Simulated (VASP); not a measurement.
# Rb2BeRhF6 (Fm-3m) in VASP: further runs

The runs below take Rb2BeRhF6 through single point, with PBE.

Program: VASP 6.6.1. These are calculated values, not measurements. Logs are shortened: lines on timing, memory, paths and dates and some standing lists are left out, and cuts for length are marked.

### Step 1. The crystal as given

Symmetry: Fm-3m, No. 225, cubic system. The conventional cell has a = 8.367 Å, b = 8.367 Å, c = 8.367 Å, α = 90.00°, β = 90.00°, γ = 90.00°. Around Be (site symmetry m-3m) lie 6 F at 2.31 Å. F (site symmetry 4mm) is surrounded by 1 Rh at 1.87 Å. Around Rh (site symmetry m-3m) lie 6 F at 1.87 Å. Rb (site symmetry -43m) has 12 F at 2.97 Å as nearest neighbours.

The cell was built by a generator and needn't be a form met in nature.

### Step 2. Single point, PBE

INCAR

```
PREC     = Accurate       # precision mode
ENCUT    = 520            # plane-wave cutoff, eV
EDIFF    = 1E-6           # SCF threshold, eV
ISMEAR   = -1             # smearing method
SIGMA    = 0.0876         # smearing width, eV
LREAL    = F              # projectors in reciprocal space
LASPH    = T              # aspherical terms in the spheres
NELM     = 100            # most SCF steps
ALGO     = Normal         # electronic algorithm
ISIF     = 2              # what is computed and relaxed
LWAVE    = F              # write WAVECAR
LCHARG   = F              # write CHGCAR
GGA      = PE             # functional
NBANDS   = 50             # bands
```

KPOINTS

```
Automatic mesh
0
Gamma
  4 4 4
```

POSCAR

```
Rb2BeRhF6
1.0
    0.0000000000      4.1833690000      4.1833690000
    4.1833690000      0.0000000000      4.1833690000
    4.1833690000      4.1833690000      0.0000000000
Be F Rh Rb
1 6 1 2
Direct
    0.5000000000      0.5000000000      0.5000000000
    0.7760000000      0.2240000000      0.2240000000
    0.2240000000      0.7760000000      0.2240000000
    0.2240000000      0.7760000000      0.7760000000
    0.7760000000      0.2240000000      0.7760000000
    0.2240000000      0.2240000000      0.7760000000
    0.7760000000      0.7760000000      0.2240000000
    0.0000000000      0.0000000000      0.0000000000
    0.2500000000      0.2500000000      0.2500000000
    0.7500000000      0.7500000000      0.7500000000
```

Potentials or basis: VASP PAW PBE potentials, release 64 (Be, F, Rh_pv, Rb_sv).

Launch:

```sh
$ cat potpaw_PBE.64/Be/POTCAR potpaw_PBE.64/F/POTCAR potpaw_PBE.64/Rh_pv/POTCAR potpaw_PBE.64/Rb_sv/POTCAR > POTCAR
$ mpirun -np 1 vasp_std > vasp.out
```

OUTCAR:

```text
PREC = Accurate
   ENCUT = 520
   EDIFF = 1E-6
   ISMEAR = -1
   LREAL = F
   LASPH = T
   NELM = 100
   ISIF = 2
   GGA = PE

 ion  position               nearest neighbor table
   1  0.500  0.500  0.500-   9 3.62  10 3.62   9 3.62   9 3.62   9 3.62  10 3.62  10 3.62  10 3.62

   2  0.776  0.224  0.224-   8 1.87  10 2.97  10 2.97   9 2.97   9 2.97
   3  0.224  0.776  0.224-   8 1.87  10 2.97  10 2.97   9 2.97   9 2.97
   4  0.224  0.776  0.776-   8 1.87  10 2.97  10 2.97   9 2.97   9 2.97
   5  0.776  0.224  0.776-   8 1.87  10 2.97  10 2.97   9 2.97   9 2.97
   6  0.224  0.224  0.776-   8 1.87  10 2.97  10 2.97   9 2.97   9 2.97
   7  0.776  0.776  0.224-   8 1.87  10 2.97  10 2.97   9 2.97   9 2.97
   8  0.000  0.000  0.000-   2 1.87   3 1.87   4 1.87   5 1.87   6 1.87   7 1.87   9 3.62  10 3.62
                            10 3.62  10 3.62  10 3.62   9 3.62   9 3.62   9 3.62
   9  0.250  0.250  0.250-   2 2.97   5 2.97   7 2.97   3 2.97   4 2.97   7 2.97   4 2.97   5 2.97
                             6 2.97   2 2.97   3 2.97   6 2.97   1 3.62   8 3.62   8 3.62   8 3.62
  10  0.750  0.750  0.750-   4 2.97   5 2.97   7 2.97   2 2.97   3 2.97   7 2.97   2 2.97   5 2.97
                             6 2.97   3 2.97   4 2.97   6 2.97   8 3.62   1 3.62   1 3.62   8 3.62

  LATTYP: Found a face centered cubic cell.
 ALAT       =     8.3667380000

  Lattice vectors:

 A1 = (   0.0000000000,   4.1833690000,   4.1833690000)
 A2 = (   4.1833690000,   0.0000000000,   4.1833690000)
 A3 = (   4.1833690000,   4.1833690000,   0.0000000000)

Analysis of symmetry for initial positions (statically):
=====================================================================
 Subroutine PRICEL returns:
 Original cell was already a primitive cell.

 Routine SETGRP: Setting up the symmetry group for a
 face centered cubic supercell.

 Subroutine GETGRP returns: Found 48 space group operations
 (whereof 48 operations were pure point group operations)
 out of a pool of 48 trial point group operations.

The static configuration has the point symmetry O_h .

Analysis of symmetry for dynamics (positions and initial velocities):
=====================================================================
 Subroutine PRICEL returns:
 Original cell was already a primitive cell.

 Routine SETGRP: Setting up the symmetry group for a
 face centered cubic supercell.

 Subroutine GETGRP returns: Found 48 space group operations
 (whereof 48 operations were pure point group operations)
[... 109 lines left out ...]
   POTIM  = 0.5000    time-step for ionic-motion
   TEBEG  =    0.0;   TEEND  =   0.0 temperature during run
   PSTRESS=    0.0 pullay stress
   NELECT =      77.0000    total number of electrons
   NUPDOWN=      -1.0000    fix difference up-down
   EMIN   =  10.00;   EMAX   =-10.00  energy-range for DOS
   EFERMI =   0.00;   METHOD = LEGACY
   ISMEAR =    -1;   SIGMA  =   0.09  broadening in eV -4-tet -1-fermi 0-gaus
   EFERMI_NEDOS =   21; number of points for ismear=-14 and -15
   IALGO  =     38    algorithm
   IMIX   =      4    mixing-type and parameters
     AMIX     =   0.40;   BMIX     =  1.00
     AMIX_MAG =   1.60;   BMIX_MAG =  1.00
  volume/ion in A,a.u.               =      14.64        98.81
  Fermi-wavevector in a.u.,A,eV,Ry     =   1.321404  2.497091 23.757243  1.746108
  Thomas-Fermi vector in A             =   2.451160
   LORBIT       =      0    0 simple, 1 ext, 2 COOP (PROOUT), +10 PAW based schemes
   GGA     = PE    functional components
   LHFCALC =     F    Hartree Fock is set to
   AEXX    =    0.0000 exact exchange contribution
   IVDW    =     0    specifies the selected vdW correction
   LEPSILON=     F    determine dielectric tensor
   LRPA    =     F    only Hartree local field effects (RPA)
 non-spin polarized calculation
  energy-cutoff  :      520.00
  volume of cell :      146.42
 maximum number of plane-waves:      3984
 NGX is ok and might be reduce to    48
   NGX = 21   NGY = 21   NGZ = 21

 number of electron      76.9999967 magnetization

 Free energy of the ion-electron system (eV)
  ---------------------------------------------------
  ext. energy  EPLUGINS =         0.00000000
  ---------------------------------------------------
  free energy    TOTEN  =       -41.24327282 eV

  energy without entropy =      -41.18624020  energy(sigma->0) =      -41.21475651

 E-fermi :   3.3586     XC(G=0):  -9.5649

 val. band max:        3.3202823985   @ k =   0.0000   0.0000   0.0000
 cond. band min:       3.3830627413   @ k =   0.2500   0.2500   0.0000
 fundamental gap:      0.0627803428
 Fermi energy:         3.3585516797

 k-point     1 :       0.0000    0.0000    0.0000
  band No.  band energies     occupation
      1     -43.9270      2.00000
      2     -43.9270      2.00000
      3     -43.9270      2.00000
      4     -23.6103      2.00000
      5     -23.4714      2.00000
      6     -21.6615      2.00000
[... 413 lines left out ...]
     49      10.4509      0.00000
     50      11.0584      0.00000

------------------------ aborting loop because EDIFF is reached ----------------------------------------

  FORCE on cell =-STRESS in cart. coord.  units (eV):
  Direction    XX          YY          ZZ          XY          YZ          ZX
  --------------------------------------------------------------------------------------
  -------------------------------------------------------------------------------------
  Total       12.4249075     12.4249075     12.4249075     -0.0000000      0.0000000      0.0000000
  in kB      135.9550144    135.9550144    135.9550144     -0.0000000      0.0000000      0.0000000
  external PRESSURE =     135.9550144 kB  Pullay stress =       0.0000000 kB

 VOLUME and BASIS-vectors are now :
 -----------------------------------------------------------------------------
  energy-cutoff  :      520.00
  volume of cell :      146.42
      direct lattice vectors                 reciprocal lattice vectors
     0.000000000  4.183369000  4.183369000    -0.119520893  0.119520893  0.119520893
     4.183369000  0.000000000  4.183369000     0.119520893 -0.119520893  0.119520893
     4.183369000  4.183369000  0.000000000     0.119520893  0.119520893 -0.119520893

 POSITION                                       TOTAL-FORCE (eV/Angst)
 -----------------------------------------------------------------------------------
      4.18337      4.18337      4.18337         0.000000     -0.000000      0.000000
      1.87415      4.18337      4.18337         4.236501     -0.000000      0.000000
      4.18337      1.87415      4.18337         0.000000      4.236501      0.000000
      6.49259      4.18337      4.18337        -4.236501     -0.000000      0.000000
      4.18337      6.49259      4.18337         0.000000     -4.236501      0.000000
      4.18337      4.18337      1.87415         0.000000     -0.000000      4.236501
      4.18337      4.18337      6.49259         0.000000     -0.000000     -4.236501
      0.00000      0.00000      0.00000         0.000000     -0.000000      0.000000
      2.09168      2.09168      2.09168        -0.000000     -0.000000     -0.000000
      6.27505      6.27505      6.27505        -0.000000     -0.000000      0.000000
 -----------------------------------------------------------------------------------
    total drift:                                0.000000      0.000000      0.000000

  FREE ENERGIE OF THE ION-ELECTRON SYSTEM (eV)
  ---------------------------------------------------
  free  energy   TOTEN  =       -41.2432728222 eV

  energy  without entropy=      -41.1862402026  energy(sigma->0) =      -41.21475651
```

OSZICAR:

```text
N       E                     dE             d eps       ncg     rms          rms(c)
DAV:   1     0.625062637681E+03    0.62506E+03   -0.42908E+04   824   0.149E+03
DAV:   2    -0.484623940688E+01   -0.62991E+03   -0.60822E+03   932   0.379E+02
DAV:   3    -0.444041201792E+02   -0.39558E+02   -0.39173E+02   980   0.995E+01
DAV:   4    -0.462689945961E+02   -0.18649E+01   -0.18597E+01  1192   0.148E+01
DAV:   5    -0.462908923194E+02   -0.21898E-01   -0.21893E-01  1032   0.166E+00    0.387E+01
DAV:   6    -0.415507574143E+02    0.47401E+01   -0.20449E+01   864   0.296E+01    0.223E+01
DAV:   7    -0.413645312144E+02    0.18623E+00   -0.35689E+00   902   0.134E+01    0.132E+01
DAV:   8    -0.412371298168E+02    0.12740E+00   -0.51486E-01   936   0.504E+00    0.301E+00
DAV:   9    -0.412430967600E+02   -0.59669E-02   -0.46024E-02  1056   0.107E+00    0.434E-01
DAV:  10    -0.412433508927E+02   -0.25413E-03   -0.33716E-03   960   0.382E-01    0.310E-01
DAV:  11    -0.412432319638E+02    0.11893E-03   -0.53763E-04  1008   0.151E-01    0.296E-02
DAV:  12    -0.412432729350E+02   -0.40971E-04   -0.60502E-05   936   0.427E-02    0.195E-02
DAV:  13    -0.412432728222E+02    0.11286E-06   -0.54400E-06   936   0.112E-02
   1 F= -.41243273E+02 E0= -.41214757E+02  d E =-.570326E-01
```

stdout:

```text
POSCAR found type information on POSCAR BeF RhRb
 POSCAR found :  4 types and      10 ions
 scaLAPACK will be used
 LDA part: xc-table for (Slater+PW92), standard interpolation
 POSCAR, INCAR and KPOINTS ok, starting setup
 FFT: planning ... GRIDC
 FFT: planning ... GRID_SOFT
 FFT: planning ... GRID
 WAVECAR not read
 entering main loop
```

Run time: 36 s. Hardware: 1 thread of Intel Xeon 6975P-C (Granite Rapids), shared host; peak memory 0.34 GiB.

What came out:

| Quantity | Value |
| --- | --- |
| Free energy | -41.2433 eV |
| Pressure | 13.6 GPa |
| Largest force | 4.237 eV/Å |
| Band gap on the k mesh | none (metal or under the smearing width) |

Forces in eV/Å, atoms in the order of the input:
```
Be   0.000  0.000  0.000
F    4.237  0.000  0.000
F    0.000  4.237  0.000
F   -4.237  0.000  0.000
F    0.000 -4.237  0.000
F    0.000  0.000  4.237
F    0.000  0.000 -4.237
Rh   0.000  0.000  0.000
Rb   0.000  0.000  0.000
Rb   0.000  0.000  0.000
```

Caveat: an odd number of electrons without spin polarisation forces a metal; a magnetic or distorted state may lie lower.

### Step 3. Single point, PBE

INCAR

```
SYSTEM = Rb2BeRhF6
PREC = Accurate ; ENCUT = 520
EDIFF = 1E-6 ; ISMEAR = -1
SIGMA = 0.05 ; LREAL = .FALSE.
LASPH = .TRUE. ; NELM = 80
ALGO = Normal ; ISIF = 2
LWAVE = .FALSE. ; LCHARG = .FALSE.
GGA = PE ; NBANDS = 50
```

KPOINTS

```
Automatic mesh
0
G
  5 5 5
  0 0 0
```

POSCAR is that of step 2.

Potentials or basis: VASP PAW PBE potentials, release 64 (Be, F, Rh_pv, Rb_sv).

Launch:

```sh
$ cat potpaw_PBE.64/Be/POTCAR potpaw_PBE.64/F/POTCAR potpaw_PBE.64/Rh_pv/POTCAR potpaw_PBE.64/Rb_sv/POTCAR > POTCAR
$ mpirun -np 1 vasp_std > vasp.out
```

OUTCAR:

```text
SYSTEM = Rb2BeRhF6
   PREC = Accurate
   ENCUT = 520
   EDIFF = 1E-6
   ISMEAR = -1
   LREAL = .FALSE.
   LASPH = .TRUE.
   NELM = 80
   ISIF = 2
   GGA = PE

 ion  position               nearest neighbor table
   1  0.500  0.500  0.500-   9 3.62  10 3.62   9 3.62   9 3.62   9 3.62  10 3.62  10 3.62  10 3.62

   2  0.776  0.224  0.224-   8 1.87  10 2.97  10 2.97   9 2.97   9 2.97
   3  0.224  0.776  0.224-   8 1.87  10 2.97  10 2.97   9 2.97   9 2.97
   4  0.224  0.776  0.776-   8 1.87  10 2.97  10 2.97   9 2.97   9 2.97
   5  0.776  0.224  0.776-   8 1.87  10 2.97  10 2.97   9 2.97   9 2.97
   6  0.224  0.224  0.776-   8 1.87  10 2.97  10 2.97   9 2.97   9 2.97
   7  0.776  0.776  0.224-   8 1.87  10 2.97  10 2.97   9 2.97   9 2.97
   8  0.000  0.000  0.000-   2 1.87   3 1.87   4 1.87   5 1.87   6 1.87   7 1.87   9 3.62  10 3.62
                            10 3.62  10 3.62  10 3.62   9 3.62   9 3.62   9 3.62
   9  0.250  0.250  0.250-   2 2.97   5 2.97   7 2.97   3 2.97   4 2.97   7 2.97   4 2.97   5 2.97
                             6 2.97   2 2.97   3 2.97   6 2.97   1 3.62   8 3.62   8 3.62   8 3.62
  10  0.750  0.750  0.750-   4 2.97   5 2.97   7 2.97   2 2.97   3 2.97   7 2.97   2 2.97   5 2.97
                             6 2.97   3 2.97   4 2.97   6 2.97   8 3.62   1 3.62   1 3.62   8 3.62

[... 720 lines left out ...]
     50      11.0892      0.00000

------------------------ aborting loop because EDIFF is reached ----------------------------------------

  FORCE on cell =-STRESS in cart. coord.  units (eV):
  Direction    XX          YY          ZZ          XY          YZ          ZX
  --------------------------------------------------------------------------------------
  -------------------------------------------------------------------------------------
  Total       12.4236940     12.4236940     12.4236940     -0.0000000      0.0000000      0.0000000
  in kB      135.9417363    135.9417363    135.9417363     -0.0000000      0.0000000      0.0000000
  external PRESSURE =     135.9417363 kB  Pullay stress =       0.0000000 kB

 VOLUME and BASIS-vectors are now :
 -----------------------------------------------------------------------------
  energy-cutoff  :      520.00
  volume of cell :      146.42
      direct lattice vectors                 reciprocal lattice vectors
     0.000000000  4.183369000  4.183369000    -0.119520893  0.119520893  0.119520893
     4.183369000  0.000000000  4.183369000     0.119520893 -0.119520893  0.119520893
     4.183369000  4.183369000  0.000000000     0.119520893  0.119520893 -0.119520893

 POSITION                                       TOTAL-FORCE (eV/Angst)
 -----------------------------------------------------------------------------------
      4.18337      4.18337      4.18337        -0.000000      0.000000      0.000000
      1.87415      4.18337      4.18337         4.231137      0.000000      0.000000
      4.18337      1.87415      4.18337        -0.000000      4.231137      0.000000
      6.49259      4.18337      4.18337        -4.231137      0.000000      0.000000
      4.18337      6.49259      4.18337        -0.000000     -4.231137      0.000000
      4.18337      4.18337      1.87415        -0.000000      0.000000      4.231137
      4.18337      4.18337      6.49259        -0.000000      0.000000     -4.231137
      0.00000      0.00000      0.00000        -0.000000      0.000000      0.000000
      2.09168      2.09168      2.09168        -0.000000      0.000000      0.000000
      6.27505      6.27505      6.27505        -0.000000      0.000000      0.000000
 -----------------------------------------------------------------------------------
    total drift:                                0.000000      0.000000      0.000000

  FREE ENERGIE OF THE ION-ELECTRON SYSTEM (eV)
  ---------------------------------------------------
  free  energy   TOTEN  =       -41.2186950474 eV

  energy  without entropy=      -41.1941210606  energy(sigma->0) =      -41.20640805
```

It took 43 s on 1 thread of Intel Xeon 6975P-C (Granite Rapids), shared host; peak memory 0.35 GiB.

Results:

```yaml
Free_energy: -41.2187 eV
Pressure: 13.6 GPa
Largest_force: 4.231 eV/Å
Band_gap_on_the_k_mesh: none (metal or under the smearing width)
```

Forces on the atoms (eV/Å):
```
Be   0.000  0.000  0.000
F    4.231  0.000  0.000
F    0.000  4.231  0.000
F   -4.231  0.000  0.000
F    0.000 -4.231  0.000
F    0.000  0.000  4.231
F    0.000  0.000 -4.231
Rh   0.000  0.000  0.000
Rb   0.000  0.000  0.000
Rb   0.000  0.000  0.000
```

Levels at points of the mesh, in eV from the Fermi level:
```csv
k point,band 36,band 37,band 38,band 39,band 40,band 41
"(0.00, 0.00, 0.00)",-1.10,-1.10,-1.10,-0.11,2.25,2.25
```

Caveat: an odd number of electrons without spin polarisation forces a metal; a magnetic or distorted state may lie lower.

[end of part 1 of 2]
